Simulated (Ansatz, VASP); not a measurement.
# H in two plane-wave programs, part 2 of 2

Wanted: the spread between two codes on one cell, functional and k mesh. The cell is taken from a series of runs on this material, whose earlier steps may have relaxed, scaled, displaced or heated it; both programs get it as it stands.

VASP 6.6.1 and Ansatz 0.2.0.

So far: Set-up; VASP: zone-centre phonons, LDA.

### 3. Ansatz: zone-centre phonons, LDA

Level of this step: Ansatz beside VASP: Kohn-Sham DFT, plane waves, LDA (Ansatz).

Ansatz runs on norm-conserving files, of PseudoDojo where its log says so.

The same cell, functional (in two slightly different forms) and mesh now go to Ansatz.

input.yaml reads:

```yaml
crystal:
  lattice:
    - [-1.409912156, 1.409912156, 1.9276424302]
    - [1.409912156, -1.409912156, 1.9276424302]
    - [1.409912156, 1.409912156, -1.9276424302]
  atoms:
    - { symbol: H, position: [0.9001183123, 0.9001183123, 0.0] }
    - { symbol: H, position: [0.0998816877, 0.0998816877, 0.0] }
kpoints:
  mp_grid: { grid: [8, 8, 8] }
hamiltonian:
  xc: lda
  pseudopotentials: { kind: nc, accuracy: standard }
scf:
  occupations: { method: fixed }
output:
  eigenvalues: true
basis:
  ecutwfc: 843.553
phonons:
  method: dfpt
  dielectric: true
  rigid_motions: translations
  qmesh: [4, 4, 4]
  temperatures: { t_max: 1000, t_step: 50 }
  qpath:
    path:
      - [[0.0, 0.0, 0.0], [0.0, 0.0, 0.5], [0.25, 0.25, 0.25], [0.0, 0.5, 0.0], [0.0, 0.0, 0.0], [0.5, 0.5, -0.5], [0.38374303, 0.61625697, -0.38374303]]
      - [[-0.38374303, 0.38374303, 0.38374303], [0.0, 0.0, 0.0]]
      - [[0.0, 0.0, 0.5], [-0.26748606, 0.26748606, 0.5]]
      - [[0.5, 0.5, -0.26748606], [0.5, 0.5, -0.5]]
    npoints: 10
```

The run is started by

```bash
$ ansatz run input.yaml --threads 2 --pin off --max-ram 4096MiB --backend cpu --events-out ev --progress --plain --runs-dir out
```

Output:

```text
Warning: basis.ecutwfc = 843.553 eV is below the records' recommended 1006.821291 eV, and the density's cutoff is lower with it unless basis.ecutrho_ratio is high enough to keep the records' density cutoff: compare with a run at a higher cutoff
Engine: ansatz 0.2.0, aarch64-unknown-linux-gnu
Pseudopotentials: kind: nc
Pseudopotential: H, nc, valence charge 1, recommended cutoff 1006.821291 eV (normal), H.nc.azcp (PseudoDojo's, or run here from an input of PseudoDojo's; its table is named by hamiltonian.pseudopotentials.accuracy)
Functional definition: SPW92
  exchange = slater_x
  correlation = pw_c
Crystal: 2 atoms, lattice volume = 15.327 Å³
Basis set: ecut = 843.553 eV, 877 PW (Γ), exchange–correlation on 54×54×54 points (8 copies of the dense FFT grid, shifted against one another)
Bands: 5, of which v1, the nominal top of the filled ones, is band 1 counted from 1 (0 counted from 0)
Symmetry: 16 space group operations
k-points: 150 of 512 (irreducible under 2 space group operations, time reversal used)
Non-local potential: H, projectors of the file, l = 0: 2, l = 1: 1
Initial density: superposition of atomic densities (chi_scale 0.1, normalization cell)
Initial wavefunctions: pseudopotential atomic-orbital guess
Functional: x = slater, c = lda
SCF iter   1: F=—  HF=-31.557665 eV  |F-HF|=—  |Δ(HF+E_count)|=         —  Δρ=1.06e-1  dr2=1.25e0  ethr=3.10e-3  ⟨swp⟩=3.9  Hψ=6048  notcnv=0  defer=236
preconditioner: auto → none  [insulator: Δε(μ)=8.650 eV  Ē_g=19.708 eV  n_scr=0 (ndim 8)  ℏωp=13.4 eV  f_vac=0.000  ε∞_Penn≈1.5]
SCF iter   2: F=—  HF=-31.134428 eV  |F-HF|=—  |Δ(HF+E_count)|=   4.23e-1  Δρ=3.93e-2  dr2=1.75e-1  ethr=3.10e-3  ⟨swp⟩=3.1  Hψ=2425  notcnv=0  defer=294
SCF iter   3: F=—  HF=-31.064410 eV  |F-HF|=—  |Δ(HF+E_count)|=   7.00e-2  Δρ=1.19e-3  dr2=8.70e-5  ethr=3.10e-3  ⟨swp⟩=2.8  Hψ=1248  notcnv=0  defer=293
SCF iter   4: F=—  HF=-31.064403 eV  |F-HF|=—  |Δ(HF+E_count)|=   7.01e-6  Δρ=1.48e-4  dr2=2.88e-6  ethr=4.35e-6  ⟨swp⟩=2.7  Hψ=1142  notcnv=0  defer=298
SCF iter   5: F=—  HF=-31.064404 eV  |F-HF|=—  |Δ(HF+E_count)|=   5.77e-7  Δρ=1.07e-5  dr2=1.06e-8  ethr=1.44e-7  ⟨swp⟩=1.6  Hψ=847  notcnv=0  defer=86
SCF iter   6: F=—  HF=-31.064404 eV  |F-HF|=—  |Δ(HF+E_count)|=   4.32e-8  Δρ=1.24e-6  dr2=9.20e-11  ethr=5.00e-12  ⟨swp⟩=5.8  Hψ=4810  notcnv=0
SCF iter   7: F=-31.064404 eV  HF=-31.064404 eV  |F-HF|=1.73e-12  |Δ(HF+E_count)|=  1.46e-11  Δρ=1.99e-7  dr2=4.05e-12  ethr=4.60e-12  ⟨swp⟩=3.5  Hψ=2279  notcnv=0
SCF 1 converged in 7 iterations: F = -31.064404 eV  dr2 = 4.05e-12
NSCF: frozen V_eff on 2 k-points
DFPT response loops at Γ: preconditioner auto → none (the input reference at scf.mixing.eps_inf says where Resta's filter doesn't serve); β = 0.50; Broyden in place of MSR1
NSCF: frozen V_eff on 59 k-points
NSCF: frozen V_eff on 576 k-points
DFPT response loops at q = (0, 0, 0.25) (fractional): mixed as the last ones told, above
NSCF: frozen V_eff on 300 k-points
DFPT response loops at q = (0, 0, -0.5) (fractional): mixed as the last ones told, above
NSCF: frozen V_eff on 576 k-points
DFPT response loops at q = (0, 0.25, 0) (fractional): mixed as the last ones told, above
NSCF: frozen V_eff on 1024 k-points
DFPT response loops at q = (0, 0.25, 0.25) (fractional): mixed as the last ones told, above
NSCF: frozen V_eff on 300 k-points
DFPT response loops at q = (0, -0.5, 0) (fractional): mixed as the last ones told, above
NSCF: frozen V_eff on 1024 k-points
DFPT response loops at q = (0, -0.5, 0.25) (fractional): mixed as the last ones told, above
NSCF: frozen V_eff on 280 k-points
DFPT response loops at q = (0.25, 0.25, 0.25) (fractional): mixed as the last ones told, above
NSCF: frozen V_eff on 328 k-points
DFPT response loops at q = (0.25, 0.25, -0.25) (fractional): mixed as the last ones told, above
NSCF: frozen V_eff on 576 k-points
DFPT response loops at q = (0.25, -0.5, -0.5) (fractional): mixed as the last ones told, above
NSCF: frozen V_eff on 328 k-points
DFPT response loops at q = (0.25, -0.25, 0.25) (fractional): mixed as the last ones told, above
NSCF: frozen V_eff on 576 k-points
DFPT response loops at q = (0.25, -0.25, -0.5) (fractional): mixed as the last ones told, above
NSCF: frozen V_eff on 190 k-points
DFPT response loops at q = (-0.5, -0.5, -0.5) (fractional): mixed as the last ones told, above
SCF converged after 7 iterations
Free energy (F): -31.064404 eV
Harris-Foulkes:  -31.064404 eV  (|F-HF|=1.73e-12)
Internal energy: -31.064404 eV  (E = F + TS)
E sigma→0 (E₀):  -31.064404 eV
Fermi energy:    -6.126218 eV
--- Per-component energies (eV) ---
  E_band       = -15.724607
  E_kinetic    = 28.969522
  E_local      = -30.652595  (includes V_loc(G=0)·N_el)
  E_nonlocal   = -4.984640
  E_hartree    = 7.142057
  E_xc         = -17.872797
  E_vxc        = -23.341000  (∫ρ·V_xc dr)
  E_ewald      = -13.665951
  E_smearing   = -0.000000  (= −TS)
  E_closure    = -0.000000  (closes the sum)
  Σ components = -31.064404   (vs F -31.064404, Δ=0.00e0)
--- Band table (eV; the first three rows and the last of 150) ---
  k-point 0: bands = ["-10.9562", "10.4379", "12.9708", "21.2990", "21.2990"]
  k-point 1: bands = ["-10.5245", "9.2543", "11.8117", "18.6705", "19.6240"]
  k-point 2: bands = ["-9.3224", "7.0420", "9.8912", "15.9213", "16.6756"]
  k-point 149: bands = ["-6.1262", "1.6014", "9.4959", "12.2189", "12.2189"]
--- Phonons (Γ-DFPT): 2 representative perturbations + reference, on 150 of 512 k-points (Σ response iterations 7) ---
  k mesh reduced under 2 symmetry operations, with k and −k counted as one. Each operation leaves every solved perturbation unchanged. A smaller set is not considered because the run solves the response to a homogeneous field
  ASR residual: 3.555e-5 → 0.000e0 eV/Å²; symmetrization residual: 5.727e-8 eV/Å²
  ASR residual per site (eV/Å²): 3.55e-5 3.55e-5
  Γ frequencies (cm⁻¹): 0.00 0.00 0.00 216.86 216.86 4075.25
  ε∞ (high-frequency dielectric tensor):
        1.872368     0.000000     0.000000
        0.000000     1.872368     0.000000
        0.000000     0.000000     2.279103
  ε⁰ (static dielectric tensor: ions relaxed, cell fixed):
        1.872368     0.000000     0.000000
       -0.000000     1.872368     0.000000
        0.000000     0.000000     2.279103
  ε⁰ − ε∞ (ionic part):
        0.000000    -0.000000     0.000000
       -0.000000     0.000000     0.000000
        0.000000     0.000000     0.000000
  softest optical mode at Γ: 216.86 cm⁻¹; the repairs (sum rule, projections) moved no ω² at Γ by more than (3.11 cm⁻¹)²
  Born effective charges Z* (e; rows j = field, columns β = displacement):
    site 0:
         0.00000    0.00000    0.00000
         0.00000    0.00000   -0.00000
         0.00000    0.00000    0.00000
    site 1:
         0.00000    0.00000   -0.00000
         0.00000    0.00000    0.00000
         0.00000    0.00000    0.00000
  Z* charge neutrality: 6.427e-6 e pre-enforcement
  k-mesh period / interband length: 22.2 Å / 0.91 Å = 24.32 at k = (0.0000, -0.5000, 0.0000), direct gap 8.730 eV — 14 or more, which is no proof of convergence
  optical modes at Γ without the LO–TO term, one row a degenerate level:
      ω (cm⁻¹)  modes    IR ((D/Å)²/amu)
        216.86      2             0.0000
       4075.25      1             0.0000
  optical modes at Γ + LO–TO along q̂ = [1.0000, 0.0000, 0.0000]:
      ω (cm⁻¹)  modes    IR ((D/Å)²/amu)
        216.86      2             0.0000
       4075.25      1             0.0000
  optical modes at Γ + LO–TO along q̂ = [0.0000, 1.0000, 0.0000]:
      ω (cm⁻¹)  modes    IR ((D/Å)²/amu)
        216.86      2             0.0000
       4075.25      1             0.0000
  optical modes at Γ + LO–TO along q̂ = [0.0000, 0.0000, 1.0000]:
      ω (cm⁻¹)  modes    IR ((D/Å)²/amu)
        216.86      2             0.0000
       4075.25      1             0.0000
--- Phonons (arbitrary-q DFPT): 13 irreducible q on the 4×4×4 mesh ---
  q = [0.0000, 0.0000, 0.0000] (star 1, of the zone-centre solve; hermiticity 1.98e-9, symmetrization 9.89e-10): -0.00 0.00 0.00 216.86 216.86 4075.25
  q = [0.0000, 0.0000, 0.2500] (star 4, 2 solved perturbations in 452 linear systems a pass and spin channel, the states on 288 of 512 k-point pairs; hermiticity 3.42e-9, symmetrization 5.16e-16): 34.13 187.16 201.48 236.32 272.63 4087.77
  q = [0.0000, 0.0000, -0.5000] (star 2, 2 solved perturbations in 245 linear systems a pass and spin channel, the states on 150 of 512 k-point pairs; hermiticity 6.08e-16, symmetrization 5.14e-16): -204.83 256.86 269.95 320.55 327.89 4100.30
  q = [0.0000, 0.2500, 0.0000] (star 8, 3 solved perturbations on 288 of 512 k-point pairs; hermiticity 2.35e-9, symmetrization 8.56e-16): 136.02 137.58 163.81 241.34 259.07 4088.18
  q = [0.0000, 0.2500, 0.2500] (star 16, 3 solved perturbations on 512 of 512 k-point pairs: no pair is spared here; hermiticity 2.60e-9, symmetrization 4.54e-16): -85.74 225.04 245.59 267.15 314.84 4100.21
  q = [0.0000, -0.5000, 0.0000] (star 4, 3 solved perturbations on 150 of 512 k-point pairs; hermiticity 2.67e-9, symmetrization 7.27e-16): 82.14 191.87 192.51 282.33 332.87 4100.03
  q = [0.0000, -0.5000, 0.2500] (star 8, 2 solved perturbations in 800 linear systems a pass and spin channel, the states on 512 of 512 k-point pairs; hermiticity 4.44e-9, symmetrization 4.55e-16): 141.52 185.65 211.82 244.31 300.33 4100.95
  q = [0.2500, 0.2500, 0.2500] (star 2, 2 solved perturbations in 227 linear systems a pass and spin channel, the states on 140 of 512 k-point pairs; hermiticity 1.07e-9, symmetrization 5.85e-16): 180.65 180.65 257.44 289.46 289.46 4099.34
  q = [0.2500, 0.2500, -0.2500] (star 2, 2 solved perturbations in 264 linear systems a pass and spin channel, the states on 164 of 512 k-point pairs; hermiticity 5.44e-9, symmetrization 5.49e-16): 89.45 89.45 195.75 195.75 251.75 4105.44
  q = [0.2500, -0.5000, -0.5000] (star 8, 3 solved perturbations on 288 of 512 k-point pairs; hermiticity 4.07e-9, symmetrization 7.39e-16): -120.96 87.19 233.15 252.97 324.34 4116.93
  q = [0.2500, -0.2500, 0.2500] (star 4, 3 solved perturbations on 164 of 512 k-point pairs; hermiticity 1.58e-9, symmetrization 4.54e-16): 63.78 166.51 186.09 262.92 294.45 4101.48
  q = [0.2500, -0.2500, -0.5000] (star 4, 2 solved perturbations in 452 linear systems a pass and spin channel, the states on 288 of 512 k-point pairs; hermiticity 1.02e-9, symmetrization 5.06e-16): -197.23 177.67 255.38 297.61 307.81 4115.80
  q = [-0.5000, -0.5000, -0.5000] (star 1, 2 solved perturbations in 154 linear systems a pass and spin channel, the states on 95 of 512 k-point pairs; hermiticity 1.10e-15, symmetrization 1.06e-15): -189.56 -189.56 269.96 269.96 341.72 4133.16
  sum rule: each row above includes the acoustic sum rule's correction from the zone centre's row sums; it moved no ω² by more than (3.10 cm⁻¹)²
  mesh force constants: q→R imaginary residual 0.00e0; ASR residual 3.555e-5 → 0.000e0 eV/Å²; symmetrization residual 1.421e-14 eV/Å²
  interpolated dispersion: 94 rows × 6 modes
  density of states and harmonic sums: on the 28×28×32 q-mesh, interpolated from the force constants of a 4×4×4 supercell (no non-analytic term)
  largest difference from the sums on the solved wave vectors: F 1.10e-3 eV, S 2.10e-6 and C_V 1.75e-6 eV/K
  zero-point energy: 0.316658 eV/cell   skipped modes (ω ≤ 0): 3310, of them read as no rigid motion or as one in doubt: 3307 (5.299e-1 modes/cell left out, lowest -204.83 cm⁻¹)   left out of the sums: 8.83e-2 of the cell's modes: C_V's classical limit lies that fraction below 3 k_B per atom; for a crystal, a wire or a layer, F and S can be off by more, and a phonons.interpolated_qmesh denser along its periods is the remedy for the sampling
```

Reading the cycles: dr2 is the Hartree energy of the density residual (eV), the measure of convergence; HF is the Harris–Foulkes estimate of the energy, which meets the free energy F at convergence.

### 4. Differences

Known differences besides the potentials themselves: the two LDA forms differ slightly; fixed occupations in Ansatz, narrow Gaussian smearing in VASP; VASP's run holds the zone centre alone; the cutoff is 843.553 eV in Ansatz and 500 eV in VASP; VASP's log shows a relativistic correction to its local exchange, Ansatz's none; Ansatz's log warns that its cutoff lies below the recommended one. Total energies have different zeros and are not compared.

The two programs side by side:

| quantity | Ansatz | VASP | difference |
| --- | --- | --- | --- |
| ε∞ xx | 1.87 | 1.88 | -0.15 % |
| ε∞ yy | 1.87 | 1.88 | -0.15 % |
| ε∞ zz | 2.28 | 2.28 | -0.10 % |
| Born charge of H1 (mean of the diagonal) (e) | 0.00 | 0.00 | 0.00 |
| optical mode 1 to 2 (cm⁻¹) | 216.9 | 120.4 | +80.16 % |
| optical mode 3 (cm⁻¹) | 4075.2 | 4096.1 | -0.51 % |

Modes are paired by rising frequency, not by their patterns, so a pair may set unlike modes beside each other; they are those without the splitting of longitudinal modes.

### 5. Outcome

```json
{"r.m.s. difference of the optical zone-centre modes, each program's sorted by frequency (zone-centre phonons, LDA)": "80 cm⁻¹", "difference in optical mode 1 to 2 (zone-centre phonons, LDA)": "+80.2 %"}
```

In words: The r.m.s. difference of the optical zone-centre modes, each program's sorted by frequency is 80 cm⁻¹ (zone-centre phonons, LDA). Among the rows given in per cent, the largest difference of the zone-centre phonons, LDA pair is in optical mode 1 to 2, +80.2 %. Ansatz's own log doubts the convergence of its zone-centre phonons, LDA run, which may account for the difference. How closely two codes agree says nothing of how well the functional describes the real material.

[Lines on the potential files, build, host, timing and source positions are cut from VASP's logs without a mark.]

[Logs are printed without paths, hosts, clocks, repeated set-up lines and the standing remarks that a program may print on its own settings, such as how far it seeks lower states.]

[Hosts, paths, dates, database ids (printed as entryN), source tags and the programs' standing remarks are cut or masked in the printed files.]
